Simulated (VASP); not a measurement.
Calculation: LDA (Ceperley-Alder, Perdew-Zunger), VASP's LDA PAW potentials (set 64) (plane waves; VASP).

VASP ran on this input.

**KPOINTS**
```
Automatic mesh
0
Gamma
7 7 7
0 0 0
```

**INCAR**
```
! general
SYSTEM  = NaI
PREC    = Accurate
ENCUT   = 520
LREAL   = F
LASPH   = T

! electronic loop
EDIFF   = 1E-7
NELM    = 100
ALGO    = Normal
LMAXMIX = 4

! smearing
ISMEAR  = 0
SIGMA   = 0.05

! ions
ISIF    = 2

! output
LWAVE   = F
LCHARG  = F
```

### POSCAR
```
NaI
1
    0.0000000000     3.1621935241     3.1621935241
    3.1621935241     0.0000000000     3.1621935241
    3.1621935241     3.1621935241     0.0000000000
Na I
1 1
Direct
  0.0000000000   0.0000000000   0.0000000000
  0.5000000000   0.5000000000   0.5000000000
```

POTCAR, in this order: Na_pv I (LDA.64 set). Program: vasp_std.

Unless said otherwise, spin-orbit coupling is left out, though it shifts the bands of the heavy elements here.

Task: Predict the energy per atom (σ→0), band gap (on the k-mesh).

Result: 
The energy per atom (σ→0) is -3.007 eV/atom. The band gap (on the k-mesh) comes out as 3.54 eV.

OSZICAR:
```
...
DAV:   6    -0.602757253540E+01    0.55817E-01   -0.67409E-02   494   0.199E+00    0.113E+00
DAV:   7    -0.601427148375E+01    0.13301E-01   -0.48232E-02   500   0.148E+00    0.473E-01
DAV:   8    -0.601388122503E+01    0.39026E-03   -0.25991E-03   482   0.531E-01    0.856E-02
DAV:   9    -0.601385214117E+01    0.29084E-04   -0.95595E-05   521   0.119E-01    0.357E-02
DAV:  10    -0.601385048272E+01    0.16584E-05   -0.20416E-05   609   0.644E-02    0.394E-03
DAV:  11    -0.601385037092E+01    0.11179E-06   -0.95814E-07   534   0.153E-02    0.310E-03
DAV:  12    -0.601385037448E+01   -0.35534E-08   -0.58796E-08   286   0.236E-03
   1 F= -.60138504E+01 E0= -.60138504E+01  d E =-.116837E-14
```

The compound is NaI in the rock salt structure. This cell is one point of a volume scan, at 1.03 of the reference volume.
